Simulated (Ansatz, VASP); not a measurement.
## Si7Ge3 (amorphous Si0.7Ge0.3) in two plane-wave programs

One calculation is typed for both programs; each brings its own data sets. How far apart do they land? The cell is taken from a series of runs on this material, whose earlier steps may have relaxed, scaled, displaced or heated it; both programs get it as it stands.

Method: plane waves, with VASP 6.6.1 beside it; single point at PBE, in Ansatz 0.2.0.

### 1. Starting point

The cell holds 120 atoms: 84 Si and 36 Ge. Its edges and angles: a = 13.770 Å, b = 13.770 Å, c = 13.770 Å, α = 90.0°, β = 90.0°, γ = 90.0°. As first built, before any earlier steps moved the atoms (in the runner's words): 120 atoms (84 Si, 36 Ge) placed at random at 3.16 g/cm^3, melted at 3500 K for 10 ps at fixed volume with the Tersoff potential (Tersoff, Phys. Rev. B 39, 5566 (1989)). Quenched from 3500 K to 700 K at 30 K/ps and fixed volume, held 5 ps, then minimised at fixed cell.

### 2. VASP: single point, PBE

With cell and atoms fixed, the geometry can't cause a difference; cores, projectors, grids and the points listed under the comparison can.

Lines of VASP's logs that name or quote its potential files are left out, and so is its time.

INCAR

```
SYSTEM = Si7Ge3
PREC = Accurate
ENCUT = 500
EDIFF = 1E-06
NELM = 120
ISMEAR = -1
SIGMA = 0.025
LREAL = Auto
ALGO = Normal
GGA = PE
NBANDS = 512
LORBIT = 11
LWAVE = .FALSE.
LCHARG = .FALSE.
ISIF = 2
LASPH = .TRUE.
GGA_COMPAT = .FALSE.
EFERMI = MIDGAP
NCORE = 4
```

POSCAR

```
Si7Ge3
1.0
   13.7704000000      0.0000000000      0.0000000000
    0.0000000000     13.7704000000      0.0000000000
    0.0000000000      0.0000000000     13.7704000000
Si Ge
84 36
Direct
    0.0505600000      0.9898000000      0.8813600000
    0.8385200000      0.3606000000      0.5103100000
    0.2786300000      0.9414400000      0.9957200000
    0.5834800000      0.4929800000      0.0021500000
    0.1203300000      0.7812900000      0.3108000000
    0.4087100000      0.8126800000      0.2254000000
    0.7899000000      0.6149100000      0.6795800000
    0.5841600000      0.6414000000      0.8038300000
    0.3991300000      0.3467900000      0.1360300000
    0.7693400000      0.0121400000      0.9793300000
    0.5871900000      0.7034700000      0.3757600000
    0.0712500000      0.5905800000      0.1055100000
    0.7047300000      0.4669800000      0.4566700000
    0.6278600000      0.4697900000      0.8423500000
    0.2422900000      0.9199200000      0.4746900000
    0.5100000000      0.3687000000      0.7699600000
    0.4104200000      0.4667600000      0.0122000000
    0.9034300000      0.3070100000      0.3600300000
    0.1894600000      0.7602100000      0.4731100000
    0.7485400000      0.7304100000      0.7973000000
    0.2147000000      0.0081200000      0.3192700000
    0.4257600000      0.6297600000      0.7547200000
    0.7236300000      0.6010700000      0.3611500000
    0.8228800000      0.2951600000      0.9898500000
    0.8151000000      0.1517900000      0.8894600000
    0.8504600000      0.1724000000      0.1296200000
    0.4778100000      0.0956600000      0.3000900000
    0.2447100000      0.8651000000      0.2183900000
    0.8608900000      0.8857700000      0.0393800000
    0.3996200000      0.9874700000      0.5200900000
[... 84 atom lines left out ...]
    0.5730400000      0.3881800000      0.3745500000
    0.9094700000      0.7072400000      0.5847700000
    0.4414100000      0.8997600000      0.6714700000
    0.5840100000      0.7238200000      0.5487400000
    0.0969500000      0.1997600000      0.5704000000
    0.4574100000      0.0356100000      0.1253500000
```

KPOINTS

```
Automatic mesh
0
Gamma
1 1 1
0 0 0
```

Potentials, in the order of the species: Si and Ge_d (PBE family, release 64).

Command:

```bash
$ mpirun -np 16 vasp_gam
```

Numbers of over 12 decimals in the logs are rounded to 6 here.

What it wrote:

```text
[banner, memory and clock lines left out]
running   16 mpi-ranks, on    1 nodes
[...]
LDA part: xc-table for (Slater+PW92), standard interpolation
 POSCAR, INCAR and KPOINTS ok, starting setup
[...]
entering main loop
       N       E                     dE             d eps       ncg     rms          rms(c)
DAV:   1     0.164782099277E+05    0.16478E+05   -0.29777E+05  1224   0.326E+03
DAV:   2     0.319710817674E+04   -0.13281E+05   -0.12823E+05  1024   0.902E+02
DAV:   3    -0.687434564762E+02   -0.32659E+04   -0.30814E+04  1184   0.266E+02
DAV:   4    -0.563733882861E+03   -0.49499E+03   -0.46810E+03  1272   0.104E+02
[...]
DAV:  17    -0.585375366218E+03   -0.86686E-05   -0.27162E-05  1128   0.237E-02    0.365E-03
DAV:  18    -0.585375368247E+03   -0.20290E-05   -0.78471E-06   928   0.125E-02    0.184E-03
DAV:  19    -0.585375369167E+03   -0.92022E-06   -0.50636E-06   856   0.615E-03
   1 F= -.58537537E+03 E0= -.58535974E+03  d E =-.312674E-01
```

OUTCAR, selected parts (step 2):

```text
  FREE ENERGIE OF THE ION-ELECTRON SYSTEM (eV)
  ---------------------------------------------------
  free  energy   TOTEN  =      -585.3753691673 eV

  energy  without entropy=     -585.3441017553  energy(sigma->0) =     -585.35973546

[... 1 further part left out ...]
```

The run ends at a pressure of -0.61 GPa, with forces up to 2.0 eV/Å.

### 3. Ansatz: single point, PBE

Ansatz runs on its default PAW (the set named soft_2) files.

The same cell, functional, mesh and smearing now go to Ansatz, which takes its cutoff from its data sets.

input.yaml

```yaml
crystal:
  lattice:
    - [13.7704, 0.0, 0.0]
    - [0.0, 13.7704, 0.0]
    - [0.0, 0.0, 13.7704]
  atoms:
    - { symbol: Si, position: [0.05056, 0.9898, 0.88136] }
    - { symbol: Si, position: [0.83852, 0.3606, 0.51031] }
    - { symbol: Si, position: [0.27863, 0.94144, 0.99572] }
    - { symbol: Si, position: [0.58348, 0.49298, 0.00215] }
    - { symbol: Si, position: [0.12033, 0.78129, 0.3108] }
    - { symbol: Si, position: [0.40871, 0.81268, 0.2254] }
    - { symbol: Si, position: [0.7899, 0.61491, 0.67958] }
    - { symbol: Si, position: [0.58416, 0.6414, 0.80383] }
    - { symbol: Si, position: [0.39913, 0.34679, 0.13603] }
    - { symbol: Si, position: [0.76934, 0.01214, 0.97933] }
    - { symbol: Si, position: [0.58719, 0.70347, 0.37576] }
    - { symbol: Si, position: [0.07125, 0.59058, 0.10551] }
    - { symbol: Si, position: [0.70473, 0.46698, 0.45667] }
    - { symbol: Si, position: [0.62786, 0.46979, 0.84235] }
    - { symbol: Si, position: [0.24229, 0.91992, 0.47469] }
    - { symbol: Si, position: [0.51, 0.3687, 0.76996] }
    - { symbol: Si, position: [0.41042, 0.46676, 0.0122] }
    - { symbol: Si, position: [0.90343, 0.30701, 0.36003] }
    - { symbol: Si, position: [0.18946, 0.76021, 0.47311] }
    - { symbol: Si, position: [0.74854, 0.73041, 0.7973] }
    - { symbol: Si, position: [0.2147, 0.00812, 0.31927] }
    - { symbol: Si, position: [0.42576, 0.62976, 0.75472] }
    - { symbol: Si, position: [0.72363, 0.60107, 0.36115] }
    - { symbol: Si, position: [0.82288, 0.29516, 0.98985] }
    - { symbol: Si, position: [0.8151, 0.15179, 0.88946] }
    - { symbol: Si, position: [0.85046, 0.1724, 0.12962] }
    - { symbol: Si, position: [0.47781, 0.09566, 0.30009] }
    - { symbol: Si, position: [0.24471, 0.8651, 0.21839] }
    - { symbol: Si, position: [0.86089, 0.88577, 0.03938] }
    - { symbol: Si, position: [0.39962, 0.98747, 0.52009] }
[... 84 atom lines left out ...]
    - { symbol: Ge, position: [0.57304, 0.38818, 0.37455] }
    - { symbol: Ge, position: [0.90947, 0.70724, 0.58477] }
    - { symbol: Ge, position: [0.44141, 0.89976, 0.67147] }
    - { symbol: Ge, position: [0.58401, 0.72382, 0.54874] }
    - { symbol: Ge, position: [0.09695, 0.19976, 0.5704] }
    - { symbol: Ge, position: [0.45741, 0.03561, 0.12535] }
kpoints:
  mp_grid: { grid: [1, 1, 1] }
hamiltonian:
  xc: pbe
scf:
  occupations: { method: fermi_dirac, width: 0.025 }
output:
  forces: true
  stress: true
  populations: intrinsic
  dos:
    method: { smearing: { sigma: 0.15 } }
    de: 0.1
    projected: { site_lists: { Ge: [Ge], Si: [Si] } }
  eigenvalues: true
  write_density: true
  write_potential: true
  volumetric_format: npy
  elf: true
```

Command:

```bash
$ ansatz run input.yaml --threads 4 --pin off --max-ram 15872MiB --backend cpu --events-out ev --progress --plain --runs-dir out
```

What it wrote:

```text
Engine: ansatz 0.2.0, aarch64-unknown-linux-gnu
Pseudopotentials: kind: paw
Pseudopotential: Si, paw, valence charge 4, recommended cutoff 420 eV (normal), Si.paw.azcp
Pseudopotential: Ge, paw, valence charge 14, recommended cutoff 420 eV (normal), Ge.paw.azcp
Functional definition: PBE
  parameter kappa = 0.804
  parameter beta = 0.066725
  exchange = pbe_x(kappa = kappa, mu = beta*pi^2/3)
  correlation = pbe_c(beta = beta)
Crystal: 120 atoms, lattice volume = 2611.197 Å³
Basis set: ecut = 420 eV, 50883 PW (Γ), exchange–correlation on 192×192×192 points (8 copies of the dense FFT grid, shifted against one another)
Bands: 540, of which v1, the nominal top of the filled ones, is band 420 counted from 1 (419 counted from 0)
Symmetry: 1 space group operations
Space group: P1 (ITA 1), of the structure as read, at distance tolerance 1.4e-4 Å
k-points: 1
Non-local potential: Si, projectors of the file, l = 0: 2, l = 1: 2, l = 2: 2
Non-local potential: Ge, projectors of the file, l = 0: 2, l = 1: 2, l = 2: 3, l = 3: 1
PAW form: soft (Blöchl's): semilocal exchange-correlation on the pseudo side does not see the compensation charge
PAW one-centre angular grid: Si, 110 points (default); XC on 64 Gauss nodes
PAW one-centre angular grid: Ge, 590 points (default); XC on 64 Gauss nodes
Initial density: superposition of atomic densities (neutral atoms: chi_scale 0, normalization atom), corrected by the library's trained network
Initial wavefunctions: pseudopotential atomic-orbital guess
Functional: x = pbe(κ = 0.804, μ = 0.219515), c = pbe(β = 0.066725)
SCF iter   1: F=—  HF=-207994.608785 eV  |F-HF|=—  |Δ(HF+E_count)|=         —  Δρ=3.11e-3  dr2=7.07e-1  ethr=1.77e-3  ⟨swp⟩=6.0  Hψ=2181  notcnv=0  defer=33
preconditioner: auto → LDOS  [insulator: Δε(μ)=0.123 eV  Ē_g=7.526 eV  σ=0.025 eV  W_gap=0.84  n_scr=484 (ndim 8)  ℏωp=15.9 eV  f_vac=0.014  D(μ)=11.73/eV (n_scr^D=26)  ε∞_Penn≈5.5  β→1.0]
SCF iter   2: F=—  HF=-207994.602063 eV  |F-HF|=—  |Δ(HF+E_count)|=   6.72e-3  Δρ=1.91e-3  dr2=5.34e-1  ethr=8.42e-5  ⟨swp⟩=3.0  Hψ=830  notcnv=0  defer=102
SCF iter   3: F=—  HF=-207994.505780 eV  |F-HF|=—  |Δ(HF+E_count)|=   9.63e-2  Δρ=5.37e-4  dr2=5.29e-2  ethr=6.36e-5  ⟨swp⟩=4.0  Hψ=673  notcnv=0  defer=102
SCF iter   4: F=—  HF=-207994.498545 eV  |F-HF|=—  |Δ(HF+E_count)|=   7.23e-3  Δρ=1.62e-4  dr2=2.69e-3  ethr=6.30e-6  ⟨swp⟩=2.0  Hψ=648  notcnv=0  defer=102
SCF iter   5: F=—  HF=-207994.498290 eV  |F-HF|=—  |Δ(HF+E_count)|=   2.55e-4  Δρ=5.99e-5  dr2=3.32e-4  ethr=3.20e-7  ⟨swp⟩=2.0  Hψ=813  notcnv=0  defer=102
SCF iter   6: F=—  HF=-207994.498289 eV  |F-HF|=—  |Δ(HF+E_count)|=   1.00e-6  Δρ=2.66e-5  dr2=5.07e-5  ethr=3.95e-8  ⟨swp⟩=2.0  Hψ=619  notcnv=0  defer=102
SCF iter   7: F=—  HF=-207994.499230 eV  |F-HF|=—  |Δ(HF+E_count)|=   9.41e-4  Δρ=1.27e-5  dr2=1.23e-5  ethr=6.03e-9  ⟨swp⟩=2.0  Hψ=679  notcnv=0  defer=102
SCF iter   8: F=—  HF=-207994.499230 eV  |F-HF|=—  |Δ(HF+E_count)|=   4.13e-7  Δρ=5.83e-6  dr2=2.86e-6  ethr=1.47e-9  ⟨swp⟩=2.0  Hψ=594  notcnv=0  defer=102
SCF iter   9: F=—  HF=-207994.499230 eV  |F-HF|=—  |Δ(HF+E_count)|=   2.08e-7  Δρ=2.55e-6  dr2=4.51e-7  ethr=3.41e-10  ⟨swp⟩=2.0  Hψ=578  notcnv=0  defer=102
SCF iter  10: F=-207994.499230 eV  HF=-207994.499230 eV  |F-HF|=5.47e-8  |Δ(HF+E_count)|=   2.89e-8  Δρ=1.15e-6  dr2=9.10e-8  ethr=1.19e-11  ⟨swp⟩=16.0  Hψ=4144  notcnv=0
SCF 1 converged in 10 iterations: F = -207994.499230 eV  dr2 = 9.10e-8
  greatest PAW one-centre occupation: 0.998 electrons in one spin orbital (limit 2), on the Ge atom at site 114 (counted from 0), in its partial waves of l = 2
SCF converged after 10 iterations
Free energy (F): -207994.499230 eV
Harris-Foulkes:  -207994.499230 eV  (|F-HF|=5.47e-8)
Internal energy: -207994.468026 eV  (E = F + TS)
E sigma→0 (E₀):  -207994.483628 eV
Entropy (-TS):   -0.031203 eV (-0.260 meV/atom)
Fermi energy:    6.547278 eV
--- Per-component energies (eV) ---
  E_band       = -5767.370486
  E_kinetic    = 7311.406486
  E_local      = -115851.601722  (includes V_loc(G=0)·N_el)
  E_nonlocal   = 17205.719763
  E_hartree    = 51589.546283
  E_xc         = -7320.790736
  E_vxc        = -6203.282042  (∫ρ·V_xc dr)
  E_paw        = -115745.128466  (= ΣΔE_a)
  E_vpaw       = -11408.724670  (= ΣTr[D̂ρ^β])
  E_aug_tail   = 0.011656  (compensation charges beyond the density's cutoff)
  E_ewald      = -45183.631292
  E_smearing   = -0.031203  (= −TS)
  E_closure    = -0.000000  (closes the sum)
  Σ components = -207994.499230   (vs F -207994.499230, Δ=0.00e0)
--- Forces (eV/Å), atoms counted from 1 ---
  atom   1  Si     0.38310939    -0.42914892    -0.09036108
  atom   2  Si    -0.30878008     0.22033989    -0.26795321
  atom   3  Si     0.33427211    -0.27862685     0.49708611
  atom   4  Si    -0.60020236     0.46077299     0.02603693
  atom   5  Si     0.60038256    -0.25127435     0.35644686
[...]
atom 112  Ge     0.07455525     0.13886036    -0.04460030
  atom 113  Ge    -0.08372234    -0.28835393     0.32226541
  atom 114  Ge    -0.33969706    -1.06825218     0.19973591
  atom 115  Ge    -0.43223029     0.00385921    -0.07195873
  atom 116  Ge    -0.57680660    -0.35625125    -0.60059419
  atom 117  Ge     0.16621097     0.51759946     0.19258878
  atom 118  Ge    -0.24100849     0.06732499    -0.11311921
  atom 119  Ge    -0.04536005     0.90257488    -0.00220117
  atom 120  Ge     0.68821142     0.15146818     0.10781771
  max |Σ_I F_I| component: 7.01e-5 eV/Å
--- Stress (GPa, compression-positive) ---
       -2.102811      -0.926805      -0.190372
       -0.926805      -0.039850       0.313317
       -0.190372       0.313317       0.580888
  P = ⅓ Tr σ = -0.5206 GPa (-5.206 kbar)
--- Band table (eV) ---
  k-point 0: bands = [... 416 lower, 6.1598, 6.2013, 6.3732, 6.4899, 6.6044, 6.7569, 6.7936, 6.8776, ... 116 higher]
--- intrinsic populations: 120 sites ---
  site symbol       q [e]
     0     Si      3.9661
     1     Si      3.9912
     2     Si      3.9481
     3     Si      3.9717
     4     Si      4.0005
     5     Si      3.9835
     6     Si      3.9491
     7     Si      3.9316
     8     Si      3.9845
     9     Si      3.9904
    10     Si      3.9613
    11     Si      3.9542
    12     Si      3.9695
    13     Si      4.0053
    14     Si      4.0282
    15     Si      3.9696
    16     Si      3.9781
    17     Si      3.9615
    18     Si      3.9758
    19     Si      3.9550
    20     Si      3.9708
    21     Si      4.0317
    22     Si      3.9612
    23     Si      3.9832
[...]
112     Ge     14.0451
   113     Ge     14.0977
   114     Ge     14.0159
   115     Ge     14.0321
   116     Ge     14.0745
   117     Ge     14.0778
   118     Ge     14.0002
   119     Ge     14.0744
  spilling = 0.000000 (of n_electrons = 840.000000)
```

### 4. Side by side

Known differences besides the potentials themselves: the cutoff is 420 eV in Ansatz and 500 eV in VASP (PREC = Accurate, projectors in real space). Total energies have different zeros and are not compared.

Compared:

| quantity | Ansatz | VASP | difference |
| --- | --- | --- | --- |
| pressure (GPa) | -0.52 | -0.61 | +0.09 |
| gap on the k mesh (eV) | 0.115 | 0.114 | 0.000 |

Forces on 9 of the 120 atoms, those with the largest forces and the largest differences (eV/Å; atoms numbered as in POSCAR):

| atom | Ansatz x, y, z | VASP x, y, z |
| --- | --- | --- |
| Si21 | 0.696, -1.260, 0.141 | 0.694, -1.255, 0.144 |
| Si33 | -0.631, 0.514, -0.210 | -0.629, 0.502, -0.204 |
| Si38 | -1.029, -0.696, -1.482 | -1.025, -0.697, -1.479 |
| Si50 | 1.373, 0.202, 1.462 | 1.362, 0.198, 1.455 |
| Si59 | -0.335, -1.226, -0.815 | -0.332, -1.222, -0.807 |
| Si69 | -1.001, -1.031, -0.553 | -0.999, -1.030, -0.554 |
| Si79 | -1.314, -0.170, -0.618 | -1.312, -0.169, -0.618 |
| Ge86 | 0.309, -1.526, -0.118 | 0.310, -1.528, -0.115 |
| Ge108 | -0.032, -0.455, -0.013 | -0.021, -0.447, -0.010 |

The forces differ by 3.5 meV/Å r.m.s., which is 0.7 % of the r.m.s. force of 0.486 eV/Å (both taken over all components). A gap on the mesh is an upper bound, since the band edges may lie between its points.

### 5. Summary of results

```json
{
  "r.m.s. force difference (single point, PBE)": "0.73 % of the r.m.s. force"
}
```

**Reading.** The r.m.s. force difference is 0.73 % of the r.m.s. force (single point, PBE), within the 3 % picked in this series as the mark of a large difference. How closely two codes agree says nothing of how well the functional describes the real material.

[Lines on the potential files, build, host, timing and source positions are cut from VASP's logs without a mark.]

[Logs are printed without paths, hosts, clocks, repeated set-up lines and the standing remarks that a program may print on its own settings, such as how far it seeks lower states.]

[Hosts, paths, dates, database ids (printed as entryN), source tags and the programs' standing remarks are cut or masked in the printed files.]
